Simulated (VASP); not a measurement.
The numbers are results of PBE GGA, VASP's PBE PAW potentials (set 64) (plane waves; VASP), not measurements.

VASP input:

File POSCAR:
```
C32Si31
1
    8.7583314356     0.0000000000     0.0000000000
    0.0000000000     8.7583314356    -0.0000000000
   -0.0000000000    -0.0000000000     8.7583314356
Si C
31 32
Direct
  0.5000000000   0.0000000000   0.0000000000
  0.7500000000   0.2500000000   0.0000000000
  0.7500000000   0.0000000000   0.2500000000
  0.0000000000   0.0000000000   0.0000000000
  0.2500000000   0.2500000000   0.0000000000
  0.5000000000   0.5000000000   0.0000000000
  0.7500000000   0.7500000000   0.0000000000
  0.2500000000   0.0000000000   0.2500000000
  0.4972140000   0.2450620000   0.2548990000
  0.7487510000   0.4986100000   0.2517380000
  0.5000000000   0.0000000000   0.5000000000
  0.7530920000   0.2478430000   0.5054840000
  0.7500000000   0.0000000000   0.7500000000
  0.0000000000   0.5000000000   0.0000000000
  0.2500000000   0.7500000000   0.0000000000
  0.0000000000   0.2500000000   0.2500000000
  0.2464360000   0.5025720000   0.2513470000
  0.5009670000   0.7511950000   0.2477850000
  0.0000000000   0.0000000000   0.5000000000
  0.2545540000   0.2490840000   0.5005970000
  0.7472710000   0.7453040000   0.5019940000
  0.2500000000   0.0000000000   0.7500000000
  0.4975690000   0.2508450000   0.7516880000
  0.7485470000   0.4992160000   0.7487720000
  0.0000000000   0.7500000000   0.2500000000
  0.0000000000   0.5000000000   0.5000000000
  0.2498400000   0.7453320000   0.4997760000
  0.0000000000   0.2500000000   0.7500000000
  0.2466570000   0.4957410000   0.7510680000
  0.5000840000   0.7450840000   0.7446970000
  0.0000000000   0.7500000000   0.7500000000
  0.6250000000   0.1250000000   0.1250000000
  0.8750000000   0.3750000000   0.1250000000
  0.8750000000   0.1250000000   0.3750000000
  0.1250000000   0.1250000000   0.1250000000
  0.3750000000   0.3750000000   0.1250000000
  0.6250000000   0.6250000000   0.1250000000
  0.8750000000   0.8750000000   0.1250000000
  0.3750000000   0.1250000000   0.3750000000
  0.6255350000   0.3803590000   0.3795560000
  0.8750000000   0.6250000000   0.3750000000
  0.6250000000   0.1250000000   0.6250000000
  0.8750000000   0.3750000000   0.6250000000
  0.8750000000   0.1250000000   0.8750000000
  0.1250000000   0.6250000000   0.1250000000
  0.3750000000   0.8750000000   0.1250000000
  0.1250000000   0.3750000000   0.3750000000
  0.3762130000   0.6271890000   0.3754630000
  0.6250000000   0.8750000000   0.3750000000
  0.1250000000   0.1250000000   0.6250000000
  0.3763920000   0.3803710000   0.6268990000
  0.6243910000   0.6218400000   0.6294230000
  0.8750000000   0.8750000000   0.6250000000
  0.3750000000   0.1250000000   0.8750000000
  0.6250000000   0.3750000000   0.8750000000
  0.8750000000   0.6250000000   0.8750000000
  0.1250000000   0.8750000000   0.3750000000
  0.1250000000   0.6250000000   0.6250000000
  0.3750000000   0.8750000000   0.6250000000
  0.1250000000   0.3750000000   0.8750000000
  0.3750000000   0.6250000000   0.8750000000
  0.6250000000   0.8750000000   0.8750000000
  0.1250000000   0.8750000000   0.8750000000
```

**INCAR**
```
IBRION = 2
NSW = 60   ! most ionic steps
EDIFF = 1E-5   ! SCF stop (eV)
ENCUT = 400
NELM = 100
NELECT = 254.0
SYSTEM = C32Si31
PREC = Normal
LASPH = T
ISMEAR = 0
SIGMA = 0.05   ! width (eV)
LWAVE = F
ISIF = 2   ! forces and stress, cell fixed
LCHARG = F
GGA = PE   ! PBE
ISYM = 0
NELMIN = 4
ALGO = Fast   ! Davidson, then RMM-DIIS
EDIFFG = -0.03   ! ionic stop
LREAL = Auto   ! projection in real space or not
```

### KPOINTS
```
Regular mesh
0
G
 1 1 1
```

POTCAR, in this order: Si C (PBE.64 set). Program: vasp_gam.

The run wrote:

**OUTCAR**
```
 ion  position               nearest neighbor table
   1  0.500  0.000  0.000-  32 1.90  46 1.90  54 1.90  62 1.90  18 3.08  23 3.09  15 3.10   2 3.10
                            22 3.10   3 3.10   5 3.10   7 3.10   8 3.10  13 3.10   9 3.10
   2  0.750  0.250  0.000-  32 1.90  33 1.90  44 1.90  55 1.90  13 3.10  14 3.10  16 3.10  28 3.10
                             1 3.10   3 3.10   4 3.10   6 3.10  10 3.10  24 3.10  23 3.10   9 3.14
   3  0.750  0.000  0.250-  32 1.90  34 1.90  38 1.90  49 1.90  18 3.08   9 3.08  16 3.10   2 3.10
                            19 3.10  25 3.10   4 3.10   7 3.10   1 3.10  11 3.10  12 3.12  21 3.14
   4  0.000  0.000  0.000-  35 1.90  38 1.90  44 1.90  63 1.90   8 3.10  13 3.10  15 3.10  16 3.10
                            22 3.10  25 3.10  28 3.10  31 3.10   2 3.10   3 3.10   5 3.10   7 3.10
   5  0.250  0.250  0.000-  35 1.90  36 1.90  54 1.90  60 1.90  29 3.06  23 3.07  22 3.10   1 3.10
                            28 3.10   4 3.10   6 3.10   8 3.10  14 3.10  16 3.10   9 3.11  17 3.12
   6  0.500  0.500  0.000-  36 1.90  37 1.90  55 1.90  61 1.90  23 3.08  18 3.09  24 3.10  15 3.10
                             2 3.10   5 3.10   7 3.10  30 3.10  10 3.10  29 3.11  17 3.13
   7  0.750  0.750  0.000-  37 1.90  38 1.90  56 1.90  62 1.90  18 3.08  14 3.10   1 3.10  25 3.10
                            31 3.10   3 3.10   4 3.10   6 3.10  13 3.10  24 3.11  10 3.12  30 3.13
   8  0.250  0.000  0.250-  35 1.90  39 1.90  46 1.90  57 1.90   9 3.05  20 3.09  18 3.10   4 3.10
                            19 3.10   5 3.10  25 3.10   1 3.10  11 3.10  15 3.10  16 3.10  27 3.12
   9  0.497  0.245  0.255-  39 1.83  32 1.91  36 1.93  40 1.96  20 3.02  11 3.04   8 3.05   3 3.08
                             1 3.10   5 3.11  10 3.13  12 3.14   2 3.14  17 3.15
  10  0.749  0.499  0.252-  40 1.87  41 1.90  33 1.90  37 1.91  21 3.08  26 3.09  16 3.10   2 3.10
                            18 3.10   6 3.10  25 3.11  14 3.12   7 3.12  12 3.12   9 3.13
  11  0.500  0.000  0.500-  39 1.90  42 1.90  49 1.90  59 1.90   9 3.04  20 3.06  30 3.09  13 3.10
                             8 3.10  22 3.10   3 3.10  12 3.10  18 3.10  21 3.11  23 3.11  27 3.13
  12  0.753  0.248  0.505-  43 1.86  42 1.87  34 1.90  40 1.95  28 3.04  13 3.05  24 3.06  19 3.06
                            26 3.09  11 3.10  23 3.11  16 3.11   3 3.12  10 3.12   9 3.14
  13  0.750  0.000  0.750-  42 1.90  44 1.90  53 1.90  62 1.90  12 3.05   1 3.10  19 3.10  28 3.10
                            31 3.10   2 3.10   4 3.10   7 3.10  11 3.10  21 3.11  23 3.12  30 3.13
  14  0.000  0.500  0.000-  33 1.90  45 1.90  56 1.90  60 1.90  29 3.07  17 3.08  25 3.10  28 3.10
                             5 3.10  31 3.10   7 3.10  15 3.10  16 3.10   2 3.10  24 3.11  10 3.12
  15  0.250  0.750  0.000-  45 1.90  46 1.90  61 1.90  63 1.90  18 3.09  17 3.09   4 3.10  22 3.10
                            25 3.10  31 3.10   6 3.10   8 3.10  14 3.10   1 3.10  29 3.12  30 3.13
  16  0.000  0.250  0.250-  33 1.90  34 1.90  35 1.90  47 1.90  17 3.09  10 3.10  14 3.10   3 3.10
                            19 3.10  26 3.10   4 3.10   5 3.10   8 3.10   2 3.10  12 3.11  20 3.13
  17  0.246  0.503  0.251-  45 1.87  47 1.88  48 1.91  36 1.93  27 3.04  25 3.06  26 3.07  14 3.08
                            15 3.09  16 3.09  20 3.11  18 3.12   5 3.12   6 3.13   9 3.15
  18  0.501  0.751  0.248-  46 1.88  37 1.89  49 1.90  48 1.90   1 3.08   7 3.08   3 3.08  15 3.09
                             6 3.09   8 3.10  10 3.10  21 3.10  11 3.10  27 3.12  17 3.12
  19  0.000  0.000  0.500-  34 1.90  50 1.90  53 1.90  57 1.90  12 3.06  22 3.10  25 3.10  28 3.10
                            31 3.10   8 3.10   3 3.10  13 3.10  16 3.10  20 3.12  27 3.12  21 3.14
  20  0.255  0.249  0.501-  39 1.87  50 1.91  51 1.92  47 1.93   9 3.02  23 3.06  11 3.06  29 3.08
...
```

### OSZICAR
```
...
       N       E                     dE             d eps       ncg     rms          rms(c)
DAV:   1    -0.448181130472E+03   -0.10816E+00   -0.20565E+01   334   0.104E+01    0.155E+00
RMM:   2    -0.448560524217E+03   -0.37939E+00   -0.49549E-01   319   0.144E+00    0.474E+00
RMM:   3    -0.448198567865E+03    0.36196E+00   -0.99554E-02   319   0.644E-01    0.178E+00
RMM:   4    -0.448189748633E+03    0.88192E-02   -0.33525E-02   336   0.317E-01    0.106E+00
RMM:   5    -0.448194401932E+03   -0.46533E-02   -0.27455E-02   324   0.271E-01    0.168E+00
RMM:   6    -0.448188790898E+03    0.56110E-02   -0.63209E-03   324   0.157E-01    0.135E+00
RMM:   7    -0.448212957178E+03   -0.24166E-01   -0.22167E-02   354   0.195E-01    0.255E+00
RMM:   8    -0.448179687936E+03    0.33269E-01   -0.71447E-03   329   0.127E-01    0.260E-01
RMM:   9    -0.448180562485E+03   -0.87455E-03   -0.73595E-04   321   0.543E-02    0.276E-01
RMM:  10    -0.448180418034E+03    0.14445E-03   -0.59081E-04   325   0.358E-02    0.140E-01
RMM:  11    -0.448180377658E+03    0.40375E-04   -0.66877E-05   247   0.187E-02    0.722E-02
RMM:  12    -0.448180405740E+03   -0.28082E-04   -0.21047E-05   206   0.850E-03    0.107E-01
RMM:  13    -0.448180356044E+03    0.49696E-04   -0.14491E-05   201   0.561E-03    0.708E-03
RMM:  14    -0.448180358597E+03   -0.25528E-05   -0.28862E-06   174   0.355E-03
   6 F= -.44818036E+03 E0= -.44814226E+03  d E =-.107391E+00
       N       E                     dE             d eps       ncg     rms          rms(c)
DAV:   1    -0.448180445794E+03   -0.89749E-04   -0.17716E-02   396   0.303E-01    0.504E-02
RMM:   2    -0.448181228834E+03   -0.78304E-03   -0.49648E-04   319   0.439E-02    0.427E-01
RMM:   3    -0.448180421099E+03    0.80773E-03   -0.13502E-04   306   0.224E-02    0.222E-02
RMM:   4    -0.448180467456E+03   -0.46357E-04   -0.42197E-05   224   0.121E-02    0.702E-02
RMM:   5    -0.448180445728E+03    0.21728E-04   -0.11764E-05   194   0.619E-03    0.132E-02
RMM:   6    -0.448180447631E+03   -0.19026E-05   -0.61465E-06   185   0.477E-03
   7 F= -.44818045E+03 E0= -.44814235E+03  d E =-.107480E+00
       N       E                     dE             d eps       ncg     rms          rms(c)
DAV:   1    -0.448213514548E+03   -0.33069E-01   -0.78232E+00   326   0.684E+00    0.116E+00
RMM:   2    -0.448453476484E+03   -0.23996E+00   -0.23717E-01   319   0.948E-01    0.428E+00
RMM:   3    -0.448255663868E+03    0.19781E+00   -0.66355E-02   321   0.457E-01    0.243E+00
RMM:   4    -0.448213050589E+03    0.42613E-01   -0.16088E-02   322   0.232E-01    0.794E-01
RMM:   5    -0.448220163043E+03   -0.71125E-02   -0.11044E-02   326   0.162E-01    0.138E+00
RMM:   6    -0.448217252637E+03    0.29104E-02   -0.10501E-02   333   0.157E-01    0.136E+00
RMM:   7    -0.448231191020E+03   -0.13938E-01   -0.17853E-02   355   0.164E-01    0.182E+00
RMM:   8    -0.448209958566E+03    0.21232E-01   -0.40007E-03   323   0.958E-02    0.509E-01
RMM:   9    -0.448209182884E+03    0.77568E-03   -0.13654E-03   320   0.521E-02    0.117E-01
RMM:  10    -0.448209331943E+03   -0.14906E-03   -0.13342E-04   283   0.256E-02    0.143E-01
RMM:  11    -0.448209250685E+03    0.81258E-04   -0.69852E-05   247   0.120E-02    0.305E-02
RMM:  12    -0.448209255455E+03   -0.47694E-05   -0.13064E-05   199   0.644E-03
   8 F= -.44820926E+03 E0= -.44817102E+03  d E =-.288078E-01
       N       E                     dE             d eps       ncg     rms          rms(c)
DAV:   1    -0.448209387533E+03   -0.13685E-03   -0.27812E-02   372   0.408E-01    0.704E-02
RMM:   2    -0.448210884532E+03   -0.14970E-02   -0.87278E-04   319   0.570E-02    0.571E-01
RMM:   3    -0.448209331423E+03    0.15531E-02   -0.25275E-04   319   0.297E-02    0.355E-02
RMM:   4    -0.448209431928E+03   -0.10050E-03   -0.71924E-05   260   0.157E-02    0.113E-01
RMM:   5    -0.448209370885E+03    0.61042E-04   -0.26063E-05   206   0.949E-03    0.154E-02
RMM:   6    -0.448209383842E+03   -0.12956E-04   -0.12805E-05   193   0.630E-03    0.529E-02
RMM:   7    -0.448209371374E+03    0.12467E-04   -0.39207E-06   175   0.357E-03    0.874E-03
RMM:   8    -0.448209371459E+03   -0.84670E-07   -0.72914E-07   110   0.206E-03
   9 F= -.44820937E+03 E0= -.44817114E+03  d E =-.289238E-01
       N       E                     dE             d eps       ncg     rms          rms(c)
DAV:   1    -0.448217071032E+03   -0.76997E-02   -0.19824E+00   326   0.358E+00    0.420E-01
RMM:   2    -0.448237529850E+03   -0.20459E-01   -0.44199E-02   318   0.500E-01    0.187E+00
RMM:   3    -0.448218561596E+03    0.18968E-01   -0.92776E-03   327   0.208E-01    0.291E-01
RMM:   4    -0.448221915894E+03   -0.33543E-02   -0.31154E-03   323   0.107E-01    0.867E-01
RMM:   5    -0.448217999423E+03    0.39165E-02   -0.12843E-03   321   0.675E-02    0.113E-01
RMM:   6    -0.448218028408E+03   -0.28985E-04   -0.11696E-03   321   0.647E-02    0.562E-02
RMM:   7    -0.448218172477E+03   -0.14407E-03   -0.20193E-04   324   0.291E-02    0.181E-01
RMM:   8    -0.448218020144E+03    0.15233E-03   -0.48675E-05   233   0.139E-02    0.222E-02
RMM:   9    -0.448218025417E+03   -0.52736E-05   -0.56540E-05   257   0.123E-02
  10 F= -.44821803E+03 E0= -.44817966E+03  d E =-.865396E-02
       N       E                     dE             d eps       ncg     rms          rms(c)
DAV:   1    -0.448218171793E+03   -0.15165E-03   -0.28897E-02   356   0.433E-01    0.514E-02
RMM:   2    -0.448218475230E+03   -0.30344E-03   -0.69486E-04   318   0.626E-02    0.254E-01
RMM:   3    -0.448218193557E+03    0.28167E-03   -0.14474E-04   326   0.261E-02    0.324E-02
RMM:   4    -0.448218190289E+03    0.32676E-05   -0.33688E-05   216   0.126E-02
  11 F= -.44821819E+03 E0= -.44817984E+03  d E =-.881883E-02
       N       E                     dE             d eps       ncg     rms          rms(c)
DAV:   1    -0.448220160713E+03   -0.19672E-02   -0.44904E-01   326   0.177E+00    0.186E-01
RMM:   2    -0.448222166694E+03   -0.20060E-02   -0.78795E-03   318   0.215E-01    0.662E-01
RMM:   3    -0.448220363528E+03    0.18032E-02   -0.15126E-03   327   0.864E-02    0.149E-01
RMM:   4    -0.448220191494E+03    0.17203E-03   -0.49266E-04   322   0.460E-02    0.778E-02
RMM:   5    -0.448220388832E+03   -0.19734E-03   -0.19283E-04   313   0.253E-02    0.226E-01
RMM:   6    -0.448220153460E+03    0.23537E-03   -0.14588E-04   310   0.218E-02    0.187E-02
RMM:   7    -0.448220169592E+03   -0.16132E-04   -0.28476E-05   214   0.108E-02    0.445E-02
RMM:   8    -0.448220159235E+03    0.10357E-04   -0.96692E-06   194   0.577E-03    0.636E-03
RMM:   9    -0.448220159663E+03   -0.42813E-06   -0.32929E-06   187   0.343E-03
  12 F= -.44822016E+03 E0= -.44818175E+03  d E =-.196937E-02
       N       E                     dE             d eps       ncg     rms          rms(c)
DAV:   1    -0.448220186688E+03   -0.27453E-04   -0.49603E-03   388   0.186E-01    0.196E-02
RMM:   2    -0.448220201827E+03   -0.15139E-04   -0.89237E-05   317   0.231E-02    0.570E-02
RMM:   3    -0.448220189195E+03    0.12632E-04   -0.15582E-05   189   0.909E-03    0.171E-02
RMM:   4    -0.448220187325E+03    0.18698E-05   -0.54439E-06   185   0.466E-03
  13 F= -.44822019E+03 E0= -.44818179E+03  d E =-.199704E-02
       N       E                     dE             d eps       ncg     rms          rms(c)
DAV:   1    -0.448220814771E+03   -0.62558E-03   -0.88827E-02   326   0.790E-01    0.206E-01
RMM:   2    -0.448236789668E+03   -0.15975E-01   -0.67278E-03   318   0.135E-01    0.175E+00
RMM:   3    -0.448220299800E+03    0.16490E-01   -0.25482E-03   321   0.864E-02    0.180E-01
RMM:   4    -0.448220700370E+03   -0.40057E-03   -0.43734E-04   321   0.416E-02    0.103E-01
RMM:   5    -0.448220659178E+03    0.41193E-04   -0.18747E-04   308   0.247E-02    0.345E-02
RMM:   6    -0.448220660341E+03   -0.11630E-05   -0.62624E-05   265   0.148E-02
  14 F= -.44822066E+03 E0= -.44818223E+03  d E =-.473015E-03
```

**OUTCAR**
```
------------------------ aborting loop because EDIFF is reached ----------------------------------------
  FORCE on cell =-STRESS in cart. coord.  units (eV):
  Direction    XX          YY          ZZ          XY          YZ          ZX
  --------------------------------------------------------------------------------------
  Total       22.3612775     21.8116203     22.4363206     -0.0931160     -0.0354654      0.0791140
  in kB       53.3264983     52.0156924     53.5054588     -0.2220601     -0.0845767      0.1886687
  external PRESSURE =      52.9492165 kB  Pullay stress =       0.0000000 kB
  volume of cell :      671.84
      direct lattice vectors                 reciprocal lattice vectors
     8.758331436  0.000000000  0.000000000     0.114176999  0.000000000  0.000000000
     0.000000000  8.758331436  0.000000000     0.000000000  0.114176999  0.000000000
     0.000000000  0.000000000  8.758331436     0.000000000  0.000000000  0.114176999
  FREE ENERGIE OF THE ION-ELECTRON SYSTEM (eV)
  ---------------------------------------------------
  free  energy   TOTEN  =      -448.2206603405 eV

  energy  without entropy=     -448.1437953742  energy(sigma->0) =     -448.18222786

 reached required accuracy - stopping structural energy minimisation
```
(Selected blocks of OUTCAR.)

File CONTCAR:
```
C32Si31
   1.00000000000000
     8.7583314356000006    0.0000000000000000    0.0000000000000000
     0.0000000000000000    8.7583314356000006    0.0000000000000000
     0.0000000000000000    0.0000000000000000    8.7583314356000006
  Si              C
    31    32
Direct
     0.4999372877177402    0.9998629692243992    0.0002447773864746
     0.7495600972697873    0.2500513468474384    0.0007880433695491
     0.7494939407325191    0.9999536579309610    0.2508084907279329
     0.9998952706905948    0.9997738905675581    0.0003654087200332
     0.2502564373172865    0.2500475663592278    0.0000078491494424
     0.4999146196113479    0.4997410295028351    0.0003838311416907
     0.7495585471610143    0.7494864830112106    0.9998178453895653
     0.2503194351267573    0.9996743613391480    0.2507707194538806
     0.5012768747696710    0.2520077915051215    0.2525167083758733
     0.7480497122681494    0.4985137402032618    0.2521698840483407
     0.4999577367718419    0.9997285520303767    0.5003610772586130
     0.7478527373847533    0.2520938175411163    0.4990338165752293
     0.7494102520976159    0.9996185864620051    0.7498623179187710
     0.9998481718542942    0.4997718624258185    0.0003535200961153
     0.2501889210348399    0.7495376094672969    0.0007156677732557
     0.9995764861023604    0.2501585600572399    0.2506999808554413
     0.2517077411938114    0.5011027196812571    0.2520027308941815
     0.4986106195106146    0.7477292086865662    0.2521418401408931
     0.9998892904675950    0.9997839776929650    0.5002835251452462
     0.2519357283618255    0.2520618517104809    0.5016982780459213
     0.7477439541965537    0.7473907329191609    0.5016811414607572
     0.2504521749207806    0.9998773878614969    0.7498042010792090
     0.4985386933798086    0.2520744192749938    0.7483607985956325
     0.7482211336114369    0.5008719150141486    0.7486209760789145
     0.0001551761240247    0.7494746585087796    0.2506799932020179
     0.9999397898498920    0.4997604587971705    0.5003296284604333
     0.2519476985002130    0.7475376306138782    0.4988587996627374
     0.0003257306717056    0.2499567601402027    0.7500625055279470
     0.2516154089508246    0.4985321071779746    0.7486298083416777
     0.5011908411854763    0.7473743335837414    0.7483535294511483
     0.9995112492059338    0.7494882259186162    0.7498713521615823
     0.6246485889455188    0.1234652798048224    0.1243626067739229
     0.8761447408688446    0.3750408642901999    0.1241396777733557
     0.8759793767116784    0.1235860995941274    0.3755999264540071
     0.1249116318759144    0.1247514198344730    0.1254161148531836
     0.3746118572103806    0.3744036677376955    0.1253173005374189
     0.6252634910891335    0.6251341698708677    0.1251793292560559
     0.8748232707045538    0.8747860084497461    0.1253419130654603
     0.3747160600127764    0.1250287987789968    0.3752713950742226
     0.6376532418433593    0.3625380545876134    0.3626275085286872
     0.8749111034872623    0.6250345984327973    0.3750876813219661
     0.6250353648080024    0.1251205621301065    0.6255555643263017
     0.8751239542985259    0.3743804011936758    0.6257358019721718
     0.8748499163556460    0.1246607850511119    0.8753959176065834
     0.1235207610649240    0.6246222083039019    0.1240632538212265
     0.3751060954686318    0.8762217582172719    0.1241967344386363
     0.1249324637166590    0.3745394667420695    0.3750048614147463
     0.3621382218079217    0.6372740694192118    0.3621660964613298
     0.6251063091981020    0.8744590013961567    0.3751997240807098
     0.1239296392715211    0.1234498740776986    0.6251035237550696
     0.3620297930476876    0.3626366644378975    0.6382482721086409
     0.6376570493902183    0.6367752213810804    0.6382154271228012
     0.8758191947737907    0.8759917281435633    0.6250298139091944
     0.3751532635287169    0.1235513192098149    0.8763140744071652
     0.6252610960165708    0.3744221122875262    0.8754999123925500
     0.8762071194137397    0.6245162578274054    0.8764822153773266
     0.1238017137782443    0.8760204689247608    0.3755111093095838
     0.1248647286834786    0.6251001724778871    0.6256146409689383
     0.3748339912934491    0.8743134718588558    0.6254583517265540
     0.1236219773462035    0.3749392359684002    0.8766838955549083
     0.3745028890444970    0.6250397006608979    0.8755683603995230
     0.6245790040973329    0.8759691173578860    0.8762593433667430
     0.1248933328056528    0.8748362294950264    0.8752566053525289
```

OUTCAR:
```
 val. band max:        8.8021344295   @ k =   0.0000   0.0000   0.0000

 cond. band min:       9.1278835426   @ k =   0.0000   0.0000   0.0000


 Fermi energy:         8.8133493200

 k-point     1 :       0.0000    0.0000    0.0000
  band No.  band energies     occupation
      1      -7.6567      2.00000
      2      -6.1460      2.00000
      3      -6.1445      2.00000
      4      -6.0998      2.00000
      5      -6.0993      2.00000
      6      -6.0987      2.00000
      7      -5.8372      2.00000
      8      -4.7561      2.00000
      9      -4.7553      2.00000
     10      -4.7195      2.00000
     11      -4.7191      2.00000
     12      -4.7185      2.00000
     13      -4.7073      2.00000
     14      -4.7066      2.00000
     15      -4.7057      2.00000
     16      -4.5896      2.00000
     17      -4.5891      2.00000
     18      -4.5884      2.00000
     19      -4.3832      2.00000
     20      -4.0727      2.00000
     21      -4.0717      2.00000
     22      -4.0713      2.00000
     23      -3.2479      2.00000
     24      -2.7196      2.00000
     25      -2.7193      2.00000
     26      -2.7185      2.00000
     27      -2.5117      2.00000
     28      -2.5114      2.00000
     29      -2.5107      2.00000
     30      -2.2157      2.00000
     31      -2.2138      2.00000
     32      -2.2132      2.00000
     33      -0.7556      2.00000
     34      -0.7550      2.00000
     35      -0.7527      2.00000
     36      -0.7521      2.00000
     37      -0.1337      2.00000
     38      -0.1326      2.00000
     39      -0.0409      2.00000
     40       0.5521      2.00000
     41       0.5539      2.00000
     42       0.5957      2.00000
     43       0.5964      2.00000
     44       0.5972      2.00000
     45       1.2625      2.00000
     46       1.6470      2.00000
     47       1.6474      2.00000
     48       1.6478      2.00000
     49       1.6765      2.00000
     50       1.6775      2.00000
     51       1.7627      2.00000
...
```

At this cut-off the stress carries a Pulay error, which pulls relaxed volumes low. The cell is charged, with a uniform compensating background. The supercell is sampled at Γ alone, which is coarse: total energies, pressure and levels can be off, energies of defects by several tenths of an eV.

The cell is a supercell with a defect, built from SiC (zinc blende): vac_Si, charge -2. The run is not spin-polarised, so no state with unpaired spins was tried.
